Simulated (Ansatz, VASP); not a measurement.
**Cu (Cu(111)): VASP beside Ansatz**

Wanted: the spread between two codes on one cell, functional and k mesh. Of the first pair: The structure shown is the start of the Ansatz relaxation below; VASP solves that cell, so the two are compared at the walk's first step.

Method: plane waves, with VASP 6.6.1 beside it; single point at PBE, in Ansatz 0.2.0.

### Step 1. The structure

The cell holds 7 atoms: 7 Cu. Its edges and angles: a = 2.553 Å, b = 2.553 Å, c = 28.505 Å, α = 90.0°, β = 90.0°, γ = 120.0°. Vacuum lies along c.

Coordinates:

```cif
data_structure
_symmetry_space_group_name_H-M 'P 1'
_symmetry_Int_Tables_number 1
_cell_length_a 2.5527
_cell_length_b 2.5527
_cell_length_c 28.5054
_cell_angle_alpha 90.000
_cell_angle_beta 90.000
_cell_angle_gamma 120.000
_cell_volume 160.86
loop_
_atom_site_label
_atom_site_type_symbol
_atom_site_fract_x
_atom_site_fract_y
_atom_site_fract_z
_atom_site_occupancy
Cu1 Cu 0.00000 0.00000 0.28065 1
Cu2 Cu 0.33333 0.66667 0.35377 1
Cu3 Cu 0.66667 0.33333 0.42688 1
Cu4 Cu 0.00000 0.00000 0.50000 1
Cu5 Cu 0.33333 0.66667 0.57312 1
Cu6 Cu 0.66667 0.33333 0.64623 1
Cu7 Cu 0.00000 0.00000 0.71935 1
```

### Step 2. Ansatz: relaxation, PBE

Ansatz runs on its default PAW (the set named soft_2) files.

The two programs are compared at the cell with which this relaxation starts, whose forces are those of its first step.

The input, input.yaml:

```yaml
crystal:
  lattice:
    - [2.5526554801, 0.0, 0.0]
    - [-1.27632774, 2.2106644929, 0.0]
    - [0.0, 0.0, 28.5054068306]
  atoms:
    - { symbol: Cu, position: [0.0, 0.0, 0.2806485116] }
    - { symbol: Cu, position: [0.3333333333, 0.6666666667, 0.3537656744] }
    - { symbol: Cu, position: [0.6666666667, 0.3333333333, 0.4268828372] }
    - { symbol: Cu, position: [0.0, 0.0, 0.5] }
    - { symbol: Cu, position: [0.3333333333, 0.6666666667, 0.5731171628] }
    - { symbol: Cu, position: [0.6666666667, 0.3333333333, 0.6462343256] }
    - { symbol: Cu, position: [0.0, 0.0, 0.7193514884] }
hamiltonian:
  xc: pbe
kpoints:
  mp_grid: { grid: [18, 18, 1] }
scf:
  occupations: { method: methfessel_paxton, width: 0.1 }
  convergence: { dr2_threshold: 1.0e-09 }
efield:
  axis: 3
  dipole_correction: true
relax:
  f_tol: 0.01
  max_steps: 40
  constraints: [{ sites: [3] }]
output:
  write_potential: true
  write_density: true
  volumetric_format: npy
  elf: true
```

Started as:

```sh
$ ansatz run input.yaml --threads 2 --pin off --max-ram 4096MiB --backend cpu --events-out ev --progress --plain --runs-dir out
```

Numbers of over 12 decimals in the logs are rounded to 6 here.

The log of the run:

```text
Engine: ansatz 0.2.0, aarch64-unknown-linux-gnu
Pseudopotentials: kind: paw
Pseudopotential: Cu, paw, valence charge 19, recommended cutoff 420 eV (normal), Cu.paw.azcp
Functional definition: PBE
  parameter kappa = 0.804
  parameter beta = 0.066725
  exchange = pbe_x(kappa = kappa, mu = beta*pi^2/3)
  correlation = pbe_c(beta = beta)
Crystal: 7 atoms, lattice volume = 160.858 Å³
Basis set: ecut = 420 eV, 3221 PW (Γ), exchange–correlation on 36×36×384 points (8 copies of the dense FFT grid, shifted against one another)
Bands: 80, of which v1, the nominal top of the filled ones, is band 67 counted from 1 (66 counted from 0)
Symmetry: 6 space group operations
k-points: 37 of 324 (time reversal used)
Non-local potential: Cu, projectors of the file, l = 0: 3, l = 1: 2, l = 2: 3, l = 3: 1
PAW form: soft (Blöchl's): semilocal exchange-correlation on the pseudo side does not see the compensation charge
PAW one-centre angular grid: Cu, 590 points (default); XC on 64 Gauss nodes
Initial density: superposition of atomic densities (neutral atoms: chi_scale 0, normalization atom), corrected by the library's trained network
Initial wavefunctions: pseudopotential atomic-orbital guess
Functional: x = pbe(κ = 0.804, μ = 0.219515), c = pbe(β = 0.066725)
SCF iter   1: F=—  HF=-46375.265406 eV  |F-HF|=—  |Δ(HF+E_count)|=         —  Δρ=1.39e-3  dr2=3.12e-2  ethr=1.77e-3  p=-0.000 e·Å  D=-9.29e-15 V/Å  ΔV_dip=0.00 eV  dr2_dipole=5.74e-7  V_vac-E_F(+/−)=4.72/4.73 eV  ⟨swp⟩=7.2  Hψ=11800  notcnv=0  defer=72
efield: sawtooth ramp at fractional position 0.9500 (placed from the atoms, in the widest stretch of the axis that holds none; the zero of the levels goes with the place), width 0.1000; the density the first Hamiltonian is built on has a dipole p = -0.000 e·Å; the dipole correction subtracts the counter field D = -9.29e-15 V/Å, which shifts the + side's vacuum level by +0.00 eV against the − side's; the planar-averaged density in the ramp window peaks in size at 1.1e-4 e/Å³
preconditioner: auto → LDOS  [metal: Δε(μ)=0.023 eV  Ē_g=8.940 eV  σ=0.100 eV  W_gap=0.19  n_scr=22 (ndim 8)  ℏωp=25.7 eV  f_vac=0.462  D(μ)=4.29/eV (n_scr^D=18)  β→1.0]
SCF iter   2: F=—  HF=-46375.270384 eV  |F-HF|=—  |Δ(HF+E_count)|=   4.98e-3  S|Δr|=    0.00e0  Δρ=3.43e-3  dr2=1.31e-2  ethr=2.34e-5  p=-0.000 e·Å  D=-5.42e-6 V/Å  ΔV_dip=0.00 eV  dr2_dipole=1.54e-7  V_vac-E_F(+/−)=4.84/4.84 eV  ⟨swp⟩=2.6  Hψ=5664  notcnv=0  defer=142
SCF iter   3: F=—  HF=-46375.268123 eV  |F-HF|=—  |Δ(HF+E_count)|=   2.26e-3  S|Δr|=    0.00e0  Δρ=4.47e-4  dr2=5.37e-4  ethr=9.82e-6  p=-0.000 e·Å  D=-2.56e-6 V/Å  ΔV_dip=0.00 eV  dr2_dipole=1.06e-7  V_vac-E_F(+/−)=4.82/4.82 eV  ⟨swp⟩=2.0  Hψ=4131  notcnv=0  defer=142
SCF iter   4: F=—  HF=-46375.268301 eV  |F-HF|=—  |Δ(HF+E_count)|=   1.77e-4  S|Δr|=    0.00e0  Δρ=5.85e-4  dr2=9.99e-4  ethr=4.04e-7  p=-0.000 e·Å  D=-1.09e-6 V/Å  ΔV_dip=0.00 eV  dr2_dipole=4.67e-8  V_vac-E_F(+/−)=4.82/4.82 eV  ⟨swp⟩=3.1  Hψ=5420  notcnv=0  defer=142
SCF iter   5: F=—  HF=-46375.268279 eV  |F-HF|=—  |Δ(HF+E_count)|=   2.18e-5  S|Δr|=    0.00e0  Δρ=2.97e-4  dr2=1.91e-4  ethr=4.04e-7  p=-0.000 e·Å  D=-6.97e-7 V/Å  ΔV_dip=0.00 eV  dr2_dipole=1.94e-8  V_vac-E_F(+/−)=4.83/4.83 eV  ⟨swp⟩=2.0  Hψ=3980  notcnv=0  defer=142
SCF iter   6: F=—  HF=-46375.268271 eV  |F-HF|=—  |Δ(HF+E_count)|=   8.07e-6  S|Δr|=    0.00e0  Δρ=1.00e-4  dr2=3.06e-5  ethr=1.43e-7  p=-0.000 e·Å  D=-5.45e-8 V/Å  ΔV_dip=0.00 eV  dr2_dipole=8.89e-9  V_vac-E_F(+/−)=4.84/4.84 eV  ⟨swp⟩=2.1  Hψ=3795  notcnv=0  defer=142
SCF iter   7: F=—  HF=-46375.268260 eV  |F-HF|=—  |Δ(HF+E_count)|=   1.12e-5  S|Δr|=    0.00e0  Δρ=6.62e-5  dr2=1.16e-5  ethr=2.30e-8  p=-0.000 e·Å  D=-1.01e-7 V/Å  ΔV_dip=0.00 eV  dr2_dipole=2.85e-9  V_vac-E_F(+/−)=4.84/4.84 eV  ⟨swp⟩=2.0  Hψ=3796  notcnv=0  defer=142
SCF iter   8: F=—  HF=-46375.268242 eV  |F-HF|=—  |Δ(HF+E_count)|=   1.77e-5  S|Δr|=    0.00e0  Δρ=3.11e-5  dr2=2.60e-6  ethr=8.74e-9  p=-0.000 e·Å  D=-2.53e-8 V/Å  ΔV_dip=0.00 eV  dr2_dipole=1.16e-9  V_vac-E_F(+/−)=4.84/4.84 eV  ⟨swp⟩=2.1  Hψ=3671  notcnv=0  defer=142
SCF iter   9: F=—  HF=-46375.268243 eV  |F-HF|=—  |Δ(HF+E_count)|=   7.21e-7  S|Δr|=    0.00e0  Δρ=1.26e-5  dr2=5.19e-7  ethr=1.96e-9  p=-0.000 e·Å  D=-3.38e-9 V/Å  ΔV_dip=0.00 eV  dr2_dipole=3.87e-10  V_vac-E_F(+/−)=4.84/4.84 eV  ⟨swp⟩=2.2  Hψ=3944  notcnv=0  defer=142
SCF iter  10: F=—  HF=-46375.268243 eV  |F-HF|=—  |Δ(HF+E_count)|=   4.90e-7  S|Δr|=    0.00e0  Δρ=8.60e-6  dr2=1.34e-7  ethr=3.90e-10  p=-0.000 e·Å  D=-9.84e-9 V/Å  ΔV_dip=0.00 eV  dr2_dipole=1.40e-10  V_vac-E_F(+/−)=4.84/4.84 eV  ⟨swp⟩=2.1  Hψ=4087  notcnv=0  defer=142
SCF iter  11: F=—  HF=-46375.268243 eV  |F-HF|=—  |Δ(HF+E_count)|=   9.08e-8  S|Δr|=    0.00e0  Δρ=2.02e-6  dr2=6.34e-9  ethr=1.01e-10  p=0.000 e·Å  D=1.52e-8 V/Å  ΔV_dip=-0.00 eV  dr2_dipole=5.07e-11  V_vac-E_F(+/−)=4.84/4.84 eV  ⟨swp⟩=2.0  Hψ=4100  notcnv=0  defer=142
[...]
SCF iter  11: F=—  HF=-46375.269485 eV  |F-HF|=—  |Δ(HF+E_count)|=   2.20e-8  S|Δr|=    0.00e0  Δρ=1.14e-6  dr2=3.46e-9  ethr=1.25e-11  p=-0.000 e·Å  D=-2.66e-9 V/Å  ΔV_dip=0.00 eV  dr2_dipole=5.89e-15  V_vac-E_F(+/−)=4.84/4.84 eV  ⟨swp⟩=2.3  Hψ=4161  notcnv=0  defer=235
SCF iter  12: F=-46375.269485 eV  HF=-46375.269485 eV  |F-HF|=5.52e-9  |Δ(HF+E_count)|=   9.30e-9  S|Δr|=    0.00e0  Δρ=4.37e-7  dr2=5.95e-10  ethr=1.00e-12  p=-0.000 e·Å  D=-1.43e-9 V/Å  ΔV_dip=0.00 eV  dr2_dipole=2.42e-15  V_vac-E_F(+/−)=4.84/4.84 eV  ⟨swp⟩=8.0  Hψ=17347  notcnv=0
SCF 3 converged in 12 iterations: F = -46375.269485 eV  dr2 = 5.95e-10
relax step   3: F+E_penalty+E_count = -46375.26948502 eV  Δ(F+E_penalty+E_count) = -3.893e-4 eV  max|allowed force component| = 3.542e-4 eV/Å  Δτ_max = 0.0131 Å  (12 SCF iters, accepted)
NSCF: frozen V_eff on 37 k-points
the band table was solved once a step of the walk had ended and its energy, with any forces and stress, was formed, with the checks that follow a solve (14856 applications of the Hamiltonian). They found nothing against the state; the energy, forces and stress were not computed again (output.eigenvalues in the input reference)
WARN: The output density's exchange-correlation potential varies sharply where the density is thin. Do not read a vacuum level from v_tot or v_xc, or from such a field of the output density. On a cell that repeats whose density bears no net charge and no dipole along the vacuum's axis use v_es (v_loc + v_h of the components); under efield.dipole_correction with no amplitude use v_es + v_field, which holds any externa [...]
SCF converged after 12 iterations
Stability not checked: this state was not tested for a lower state beside it, because cold or Methfessel-Paxton smearing, or corrected tetrahedra, fill the levels in a way that the test cannot read (fill_not_monotonic; see scf.lower_state_search)
Free energy (F): -46375.269485 eV
Harris-Foulkes:  -46375.269485 eV  (|F-HF|=5.52e-9)
Internal energy: -46375.264729 eV  (E = F + TS)
E sigma→0 (E₀):  -46375.268296 eV
Entropy (-TS):   -0.004756 eV (-0.679 meV/atom)
Fermi energy:    6.304042 eV
Dipole field:    D = 0.000000 V/Å  (p = 0.000000 e·Å, saw-weighted, corrected)
Work function:   Φ+ = 4.8429 eV   Φ− = 4.8429 eV
Levels:          The Fermi level and band energies are counted from a zero that moves with the ramp; work functions are not
--- Per-component energies (eV) ---
  E_band       = -3894.637000
  E_kinetic    = 2098.354084
  E_local      = -351981.024689  (includes V_loc(G=0)·N_el)
  E_nonlocal   = 2733.176805
  E_hartree    = 173615.748457
  E_xc         = -624.657117
  E_vxc        = -805.883791  (∫ρ·V_xc dr)
  E_paw        = -11644.377592  (= ΣΔE_a)
  E_vpaw       = -3170.756493  (= ΣTr[D̂ρ^β])
  E_aug_tail   = 0.002008  (compensation charges beyond the density's cutoff)
  E_efield     = 0.000000  (sawtooth field / dipole correction)
  E_vefield    = -0.000000  (∫n·V_field dr)
  E_ewald      = 139427.513314
  E_smearing   = -0.004756  (= −TS)
  E_closure    = -0.000000  (closes the sum)
  Σ components = -46375.269485   (vs F -46375.269485, Δ=0.00e0)
--- Forces (eV/Å), atoms counted from 1 ---
  atom   1  Cu     0.00000000     0.00000000     0.00020965
  atom   2  Cu    -0.00000000     0.00000000    -0.00035416
  atom   3  Cu     0.00000000     0.00000000    -0.00032764
  atom   4  Cu     0.00000000    -0.00000000     0.00000021
  atom   5  Cu     0.00000000    -0.00000000     0.00032766
  atom   6  Cu     0.00000000    -0.00000000     0.00035412
  atom   7  Cu     0.00000000    -0.00000000    -0.00020987
  max |Σ_I F_I| component: 2.43e-8 eV/Å
--- Band table (eV; the first three rows and the last of 37) ---
  k-point 0: bands = [... 63 lower, 4.5356, 4.5356, 4.6930, 4.6930, 4.7291, 4.7291, 5.5272, 5.8660, ... 9 higher]
  k-point 1: bands = [... 63 lower, 4.5353, 4.5365, 4.5763, 4.6937, 4.7307, 4.8322, 5.7780, 6.1644, ... 9 higher]
  k-point 2: bands = [... 63 lower, 4.4043, 4.5381, 4.6953, 4.6997, 4.7354, 5.2506, 6.2945, 6.8177, ... 9 higher]
  k-point 36: bands = [... 63 lower, 9.6449, 9.6708, 9.6708, 9.8001, 10.0468, 10.0468, 10.6954, 10.6954, ... 9 higher]
--- Relaxed structure (3 steps of the walk, 3 accepted, 0 SCFs on fresh bases) ---
  F+E_penalty+E_count = -46375.26948502 eV   max|allowed force component| = 3.542e-4 eV/Å
  atoms:
    - { symbol: Cu, position: [-3.4282818703697816e-19, 0, 0.279819] }
    - { symbol: Cu, position: [0.333333, 0.666667, 0.352970] }
    - { symbol: Cu, position: [0.666667, 0.333333, 0.426375] }
    - { symbol: Cu, position: [0.0, 0.0, 0.5] }
    - { symbol: Cu, position: [0.333333, 0.666667, 0.573625] }
    - { symbol: Cu, position: [0.666667, 0.333333, 0.647030] }
    - { symbol: Cu, position: [3.4283038847240427e-19, 0, 0.720181] }
```

### Step 3. VASP: single point, PBE, start cell, pair 1

The same cell, functional, mesh and smearing now go to VASP, with its own data sets.

Lines of VASP's logs that name or quote its potential files are left out, and so is its time.

The input, INCAR:

```
SYSTEM = Cu
PREC = Accurate
ENCUT = 520
EDIFF = 1E-06
NELM = 120
ISMEAR = 1
SIGMA = 0.1
LREAL = .FALSE.
ALGO = Normal
GGA = PE
NBANDS = 47
LASPH = .TRUE.
LORBIT = 11
LWAVE = .FALSE.
LCHARG = .FALSE.
ISIF = 2
LDIPOL = .TRUE.
IDIPOL = 3
DIPOL = 0.5 0.5 0.5
LVHAR = .TRUE.
GGA_COMPAT = .FALSE.
NELMDL = -8
KPAR = 2
```

The input, POSCAR:

```
Cu
1.0
    2.5526554801      0.0000000000      0.0000000000
   -1.2763277400      2.2106644929      0.0000000000
    0.0000000000      0.0000000000     28.5054068306
Cu
7
Direct
    0.0000000000      0.0000000000      0.2806485086
    0.3333333333      0.6666666667      0.3537656724
    0.6666666667      0.3333333333      0.4268828362
    0.0000000000      0.0000000000      0.5000000000
    0.3333333333      0.6666666667      0.5731171638
    0.6666666667      0.3333333333      0.6462343276
    0.0000000000      0.0000000000      0.7193514914
```

The input, KPOINTS:

```
Automatic mesh
0
Gamma
18 18 1
0 0 0
```

The projector-augmented-wave data sets are Cu (PBE family, release 64).

Started as:

```sh
$ mpirun -np 2 vasp_std
```

The log of the run:

```text
[banner, memory and clock lines left out]
running    2 mpi-ranks, on    1 nodes
 distrk:  each k-point on    1 cores,    2 groups
 distr:  one band on    1 cores,    1 groups

 POSCAR found type information on POSCAR Cu
 POSCAR found :  1 types and       7 ions
 LDA part: xc-table for (Slater+PW92), standard interpolation
 POSCAR, INCAR and KPOINTS ok, starting setup
 FFT: planning ... GRIDC
 FFT: planning ... GRID_SOFT
 FFT: planning ... GRID
 WAVECAR not read
 entering main loop
       N       E                     dE             d eps       ncg     rms          rms(c)
DAV:   1     0.699901430320E+03    0.69990E+03   -0.34293E+04  3486   0.237E+03
DAV:   2     0.553685412650E+02   -0.64453E+03   -0.62602E+03  3478   0.455E+02
DAV:   3    -0.281895469476E+02   -0.83558E+02   -0.77501E+02  3625   0.214E+02
DAV:   4    -0.310894969895E+02   -0.29000E+01   -0.28825E+01  3956   0.542E+01
DAV:   5    -0.311567404544E+02   -0.67243E-01   -0.67228E-01  4043   0.667E+00
DAV:   6    -0.311597511515E+02   -0.30107E-02   -0.30105E-02  4478   0.117E+00
DAV:   7    -0.311599107264E+02   -0.15957E-03   -0.15957E-03  4722   0.238E-01
DAV:   8    -0.311599150979E+02   -0.43716E-05   -0.43713E-05  3982   0.325E-02    0.200E+01
DAV:   9    -0.278814535482E+02    0.32785E+01   -0.69141E+01  3905   0.129E+02    0.107E+01
DAV:  10    -0.252157921081E+02    0.26657E+01   -0.12953E+01  3952   0.573E+01    0.154E+00
DAV:  11    -0.252965400288E+02   -0.80748E-01   -0.20666E+00  4545   0.510E+01    0.228E+00
DAV:  12    -0.251952219300E+02    0.10132E+00   -0.53364E-01  5416   0.210E+01    0.131E+00
DAV:  13    -0.251774031868E+02    0.17819E-01   -0.90163E-02  5923   0.904E+00    0.805E-01
DAV:  14    -0.251656670333E+02    0.11736E-01   -0.70050E-02  4339   0.737E+00    0.186E-01
[...]
DAV:  22    -0.251664248919E+02   -0.46318E-04   -0.12227E-05  3917   0.503E-02    0.642E-03
DAV:  23    -0.251664337242E+02   -0.88323E-05   -0.76053E-06  4125   0.529E-02    0.347E-03
DAV:  24    -0.251664441321E+02   -0.10408E-04   -0.33386E-06  2568   0.302E-02    0.182E-03
DAV:  25    -0.251664493545E+02   -0.52224E-05   -0.57835E-07  2243   0.184E-02    0.153E-03
DAV:  26    -0.251664564878E+02   -0.71333E-05   -0.42622E-07  2069   0.169E-02    0.141E-03
DAV:  27    -0.251664575619E+02   -0.10741E-05   -0.29200E-07  2117   0.101E-02    0.321E-04
DAV:  28    -0.251664596554E+02   -0.20935E-05   -0.16627E-07  2012   0.300E-03    0.457E-04
DAV:  29    -0.251664602667E+02   -0.61129E-06   -0.48101E-08  2061   0.420E-03
   1 F= -.25166460E+02 E0= -.25165117E+02  d E =-.402997E-02
```

From OUTCAR (step 3):

```text
ion  position               nearest neighbor table
   1  0.000  0.000  0.281-   2 2.55   2 2.55   2 2.55
   2  0.333  0.667  0.354-   1 2.55   3 2.55   3 2.55   1 2.55   1 2.55   3 2.55
   3  0.667  0.333  0.427-   4 2.55   2 2.55   2 2.55   4 2.55   4 2.55   2 2.55
   4  0.000  0.000  0.500-   3 2.55   5 2.55   5 2.55   3 2.55   3 2.55   5 2.55
   5  0.333  0.667  0.573-   4 2.55   6 2.55   6 2.55   4 2.55   4 2.55   6 2.55
   6  0.667  0.333  0.646-   7 2.55   5 2.55   5 2.55   7 2.55   7 2.55   5 2.55
   7  0.000  0.000  0.719-   6 2.55   6 2.55   6 2.55

  LATTYP: Found a hexagonal cell.
 ALAT       =     2.5526554801
 C/A-ratio  =    11.1669620334

 Subroutine GETGRP returns: Found 12 space group operations
 (whereof 12 operations were pure point group operations)

The static configuration has the point symmetry D_3d.

 Found     37 irreducible k-points:

   k-points           NKPTS =     37   k-points in BZ     NKDIM =     37   number of bands    NBANDS=     47

   dimension x,y,z NGX =    20 NGY =   20 NGZ =  216
   dimension x,y,z NGXF=    40 NGYF=   40 NGZF=  432

   ENCUT  =  520.0 eV  38.22 Ry    6.18 a.u.   4.75  4.75 53.00*2*pi/ulx,y,z

   NELECT =      77.0000    total number of electrons

 k-points in reciprocal lattice and weights: Automatic mesh
   0.00000000  0.00000000  0.00000000       0.003
   0.05555556  0.00000000  0.00000000       0.019
   0.11111111  0.00000000  0.00000000       0.019
   0.16666667  0.00000000  0.00000000       0.019
   0.22222222  0.00000000  0.00000000       0.019
   0.27777778  0.00000000  0.00000000       0.019
   0.33333333  0.00000000  0.00000000       0.019
   0.38888889 -0.00000000  0.00000000       0.019
   0.44444444  0.00000000  0.00000000       0.019
[...]
0.33333333  0.27777778  0.00000000       0.037
   0.33333333  0.33333333  0.00000000       0.006

 dipolmoment           0.000000      0.000000     -0.000000 electrons x Angstroem

 average (electrostatic) potential at core
       1 -69.4327       2 -69.6787       3 -69.6918       4 -69.7197       5 -69.6918
       6 -69.6787       7 -69.4327

 E-fermi :   1.5960

 k-point     1 :       0.0000    0.0000    0.0000
  band No.  band energies     occupation
    ...
     39      -0.0541      2.00000
     40      -0.0180      2.00000
     41      -0.0180      2.00000
     42       0.8389      2.00000
     43       1.1966      2.00000
     44       5.7294      0.00000
     45       6.0991      0.00000
     46       6.4987      0.00000
     47       7.4763      0.00000

 k-point     2 :       0.0556    0.0000    0.0000
  band No.  band energies     occupation
    ...
     39      -0.0534      2.00000
     40      -0.0163      2.00000
     41       0.1024      2.00000
     42       1.0830      2.00000
     43       1.4877      2.06348
     44       5.7984      0.00000
     45       6.1886      0.00000
     46       6.5767      0.00000
     47       7.5667      0.00000

 k-point     3 :       0.1111    0.0000    0.0000
  band No.  band energies     occupation
    ...
     38      -0.0518      2.00000
     39      -0.0392      2.00000
     40      -0.0116      2.00000
     41       0.5308      2.00000
     42       1.5969      0.98452
     43       2.1360     -0.00000
     44       6.0016      0.00000
     45       6.4572      0.00000
     46       6.8192      0.00000
     47       7.8396      0.00000

  Total        0.2492469      0.2492469      0.6409219      0.0000000      0.0000000     -0.0000000
  in kB        2.4825504      2.4825504      6.3837136      0.0000000      0.0000000     -0.0000000
  external PRESSURE =       3.7829381 kB  Pullay stress =       0.0000000 kB

  energy-cutoff  :      520.00
  volume of cell :      160.86
      direct lattice vectors                 reciprocal lattice vectors
     2.552655480  0.000000000  0.000000000     0.391748909  0.226176338  0.000000000
    -1.276327740  2.210664493  0.000000000     0.000000000  0.452352676  0.000000000
     0.000000000  0.000000000 28.505406831     0.000000000  0.000000000  0.035081064

 POSITION                                       TOTAL-FORCE (eV/Angst)
 -----------------------------------------------------------------------------------
      0.00000      0.00000      8.00000         0.000000     -0.000000     -0.027149
     -0.00000      1.47378     10.08423        -0.000000     -0.000000     -0.030613
      1.27633      0.73689     12.16847        -0.000000      0.000000     -0.030183
      0.00000      0.00000     14.25270        -0.000000      0.000000     -0.000000
     -0.00000      1.47378     16.33694        -0.000000      0.000000      0.030183
      1.27633      0.73689     18.42117         0.000000      0.000000      0.030613
      0.00000      0.00000     20.50541        -0.000000      0.000000      0.027149
 -----------------------------------------------------------------------------------
    total drift:                               -0.000000     -0.000000     -0.000000

  FREE ENERGIE OF THE ION-ELECTRON SYSTEM (eV)
  ---------------------------------------------------
  free  energy   TOTEN  =       -25.1664602667 eV

  energy  without entropy=      -25.1624302926  energy(sigma->0) =      -25.16511694

 vacuum level on the upper side and lower side of the slab         6.415         6.415

 total charge
# of ion       s       p       d       tot
------------------------------------------
    1        0.452   0.293   9.186   9.931
    2        0.446   0.378   9.181  10.004
    3        0.448   0.385   9.174  10.007
    4        0.449   0.384   9.173  10.006
    5        0.448   0.385   9.174  10.007
    6        0.446   0.378   9.181  10.004
    7        0.452   0.293   9.186   9.931
--------------------------------------------------
tot          3.141   2.496  64.254  69.891

[... 3 further parts left out ...]
```

### Step 4. Differences

Known differences besides the potentials themselves: the data sets hold 133 valence electrons in Ansatz (on its default PAW (the set named soft_2) files) and 77 in VASP; the cutoff is 420 eV in Ansatz and 520 eV in VASP. Total energies have different zeros and are not compared.

At this near-relaxed geometry the largest component of a force difference is 21 meV/Å. With vacuum in the cell, a pressure given here is an average over mostly empty space and none of the material.

(Continued in part 2 of 2.)

[Lines on the potential files, build, host, timing and source positions are cut from VASP's logs without a mark.]

[Logs are printed without paths, hosts, clocks, repeated set-up lines and the standing remarks that a program may print on its own settings, such as how far it seeks lower states.]

[Hosts, paths, dates, database ids (printed as entryN), source tags and the programs' standing remarks are cut or masked in the printed files.]
